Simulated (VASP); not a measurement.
VASP input:

File POSCAR:
```
HgI
1
   -2.3416271885     2.3416271885     5.8290675929
    2.3416271885    -2.3416271885     5.8290675929
    2.3416271885     2.3416271885    -5.8290675929
Hg I
2 2
Direct
  0.8879338755   0.8879338755   0.0000000000
  0.1120661245   0.1120661245   0.0000000000
  0.6503217797   0.6503217797   0.0000000000
  0.3496782203   0.3496782203   0.0000000000
```

INCAR:
```
SYSTEM = HgI
PREC = Accurate; ENCUT = 400; LREAL = .False.
LASPH = .True.
EDIFF = 1E-6; NELM = 100; ALGO = Normal
LMAXMIX = 6
ISMEAR = 0; SIGMA = 0.05
IBRION = 2; NSW = 60; ISIF = 3
EDIFFG = -0.02
LWAVE = .False.; LCHARG = .False.
```

KPOINTS:
```
Automatic mesh
0
gamma
  6 6 6
```

POTCAR, in this order: Hg I (LDA.64 set). Program: vasp_std.

Question: Translate this LDA calculation to Quantum ESPRESSO's pw.x.

Answer: One equivalent input (not run):
```
&CONTROL
  calculation = 'vc-relax'
  pseudo_dir = './pseudo'
  outdir = './out'
  tprnfor = .true.
  tstress = .true.
  nstep = 60
  forc_conv_thr = 0.00078
/
&SYSTEM
  ibrav = 0
  nat = 4
  ntyp = 2
  ecutwfc = 70
  occupations = 'smearing'
  smearing = 'gaussian'
  degauss = 0.003675
  input_dft = 'pz'
/
&ELECTRONS
  conv_thr = 7.3e-08
  electron_maxstep = 100
/
&IONS
/
&CELL
/
ATOMIC_SPECIES
  Hg 200.592 Hg.upf
  I 126.904 I.upf
CELL_PARAMETERS angstrom
    -2.3416272    2.3416272    5.8290676
     2.3416272   -2.3416272    5.8290676
     2.3416272    2.3416272   -5.8290676
ATOMIC_POSITIONS crystal
  Hg   0.8879339  0.8879339  0.0000000
  Hg   0.1120661  0.1120661  0.0000000
  I    0.6503218  0.6503218  0.0000000
  I    0.3496782  0.3496782  0.0000000
K_POINTS automatic
  6 6 6 0 0 0
```
The two are equivalent in intent, not identical: the potentials are each code's own (VASP's PAW set, PseudoDojo norm-conserving files in pw.x), so ENCUT and ecutwfc are chosen apart and not converted; conv_thr bounds pw.x's estimated SCF error, while EDIFF bounds the energy change between steps; forc_conv_thr acts on force components and is met together with etot_conv_thr.

The structure comes from a computed database's HgI entry (I4/mmm); how it stands against other phases isn't given here. This run relaxes it. Symmetry was kept, so distortions that lower it aren't found. The start is the result of an earlier pass.
